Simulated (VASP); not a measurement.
SrTiO3:

```
Sr Ti O
1.0
     3.90528    0.00000    0.00000
     0.00000    3.90528    0.00000
     0.00000    0.00000    3.90528
Sr Ti O
1 1 3
Cartesian
  1.9526 1.9526 1.9526
  0.0000 0.0000 0.0000
  1.9526 0.0000 0.0000
  0.0000 1.9526 0.0000
  0.0000 0.0000 1.9526
```

The cell was built by a generator and needn't be a form met in nature.

```yaml
Program: VASP 6.6.1
Task: relaxation of cell and atoms
Functional: LDA
Potentials_or_basis: VASP PAW LDA potentials, release 64 (Sr_sv, Ti_sv, O)
Cutoff: 600 eV
k_mesh: 8 × 8 × 8
Occupations: gaussian, width 0.03 eV
Spin: no spin polarisation
```

At the start: pressure -6.7 GPa; volume 11.91 Å³/atom.

**Question.** Where does the relaxation end?

**Answer.** Over 3 steps the energy falls by 8.7 meV/atom and the volume is 11.50 Å³/atom (-3.4 %); space group Pm-3m (No. 221, to 0.05 Å).

The path:
| step | energy change (eV) | largest force (eV/Å) | pressure (GPa) | volume (Å³) |
| --- | --- | --- | --- | --- |
| 1 | 0.0000 | 0.0000 | -6.66 | 59.56 |
| 2 | 0.0079 | 0.0000 | 8.11 | 55.39 |
| 3 | -0.0435 | 0.0000 | -0.06 | 57.52 |

Final structure:
```yaml
crystal:
  lattice:
    - [3.86010, 0.00000, 0.00000]
    - [0.00000, 3.86010, 0.00000]
    - [0.00000, 0.00000, 3.86010]
  atoms:
    - { symbol: Sr, position: [0.50000, 0.50000, 0.50000] }
    - { symbol: Ti, position: [0.00000, 0.00000, 0.00000] }
    - { symbol: O, position: [0.50000, 0.00000, 0.00000] }
    - { symbol: O, position: [0.00000, 0.50000, 0.00000] }
    - { symbol: O, position: [0.00000, 0.00000, 0.50000] }
```
